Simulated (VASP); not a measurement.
An input for Ansatz (written as the equivalent of a VASP run, and not itself run):

Ansatz 0.2 input:
```yaml
crystal:
  lattice:
    - [2.0453413, 1.1808786, 3.3853454]
    - [-2.0453413, 1.1808786, 3.3853454]
    - [0.0000000, -2.3617572, 3.3853454]
  atoms:
    - { symbol: As, position: [1.0000000, 1.0000000, 0.0000000] }
    - { symbol: Sb, position: [0.5000000, 0.5000000, 0.5000000] }
kpoints:
  mp_grid: { grid: [10, 10, 10] }
hamiltonian:
  xc: r2scan
  pseudopotentials: { kind: paw }
scf:
  occupations: { method: methfessel_paxton, width: 0.1 }
  max_iter: 100
relax:
  max_steps: 60
  f_tol: 0.01
  cell: {}
output: { forces: true, stress: true, eigenvalues: true }
```

Task: Write the VASP files for the same calculation (r2SCAN).

Result: Several could match; the one computed here: 
**POSCAR**
```
SbAs
1
    2.0453412809     1.1808785966     3.3853454042
   -2.0453412809     1.1808785966     3.3853454042
   -0.0000000000    -2.3617571932     3.3853454042
As Sb
1 1
Direct
  1.0000000000   1.0000000000   0.0000000000
  0.5000000000   0.5000000000   0.5000000000
```

INCAR:
```
ALGO = Normal
EDIFF = 1E-6
EDIFFG = -0.01
ENCUT = 400
IBRION = 2
ISIF = 3
ISMEAR = 1
LASPH = .TRUE.
LCHARG = .FALSE.
LMAXMIX = 4
LMIXTAU = .TRUE.
LREAL = .FALSE.
LWAVE = .FALSE.
METAGGA = R2SCAN
NELM = 100
NSW = 60
PREC = Accurate
SIGMA = 0.1
SYSTEM = SbAs
```

### KPOINTS
```
Automatic mesh
0
Gamma
10 10 10
0 0 0
```

POTCAR, in this order: As Sb (PBE.64 set). Program: vasp_std.

The two are equivalent in intent, not identical: each code has its own PAW files, so the cut-off isn't converted (ENCUT is set for VASP's; basis.ecutwfc is left out, and Ansatz then takes the one that its files recommend); Ansatz stops its SCF on the density residual and VASP on the energy change (EDIFF).

The structure comes from a measured SbAs entry (R-3m) of the Crystallography Open Database, whose conditions weren't checked. This run relaxes it. Symmetry was kept, so distortions that lower it aren't found. The start is the result of an earlier pass.
